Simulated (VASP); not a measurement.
OSZICAR of a VASP run on Tc (hcp):

**OSZICAR**
```
       N       E                     dE             d eps       ncg     rms          rms(c)
DAV:   1     0.271878711702E+03    0.27188E+03   -0.14773E+04  6868   0.132E+03
DAV:   2    -0.174521060763E+02   -0.28933E+03   -0.28653E+03  7434   0.416E+02
DAV:   3    -0.241260369182E+02   -0.66739E+01   -0.65214E+01  8066   0.738E+01
DAV:   4    -0.241887295095E+02   -0.62693E-01   -0.62266E-01  7403   0.675E+00
DAV:   5    -0.241892954609E+02   -0.56595E-03   -0.56587E-03  7553   0.613E-01    0.262E+01
RMM:   6    -0.227113061605E+02    0.14780E+01   -0.31425E+00  6732   0.165E+01    0.868E+00
RMM:   7    -0.225418573224E+02    0.16945E+00   -0.12428E+00  6772   0.885E+00    0.753E-01
RMM:   8    -0.225379032801E+02    0.39540E-02   -0.11453E-01  6865   0.276E+00    0.779E-01
RMM:   9    -0.225390426732E+02   -0.11394E-02   -0.27004E-02  7032   0.106E+00    0.234E-01
RMM:  10    -0.225388688190E+02    0.17385E-03   -0.44791E-03  6816   0.582E-01    0.255E-02
RMM:  11    -0.225389244331E+02   -0.55614E-04   -0.77236E-04  7096   0.183E-01    0.141E-02
RMM:  12    -0.225389324701E+02   -0.80370E-05   -0.96246E-05  5126   0.482E-02
   1 F= -.22538932E+02 E0= -.22539114E+02  d E =-.225389E+02
```

### Question
Which electronic solver shows in the log?

### Answer
It is blocked Davidson (ALGO = Normal, or the opening steps of other solvers) and then RMM-DIIS (ALGO = Fast or VeryFast). The INCAR had ALGO = Fast.

### Question
Can the final energy be trusted as converged?

### Answer
The run converged. It stopped with EDIFF = 1E-5, NELM = 100, NSW = 20 and EDIFFG = -0.03 after 1 ionic step (PBEsol GGA, plane waves, VASP's PBE PAW potentials (set 64)).

The compound is Tc in the hcp structure. It was relaxed first.
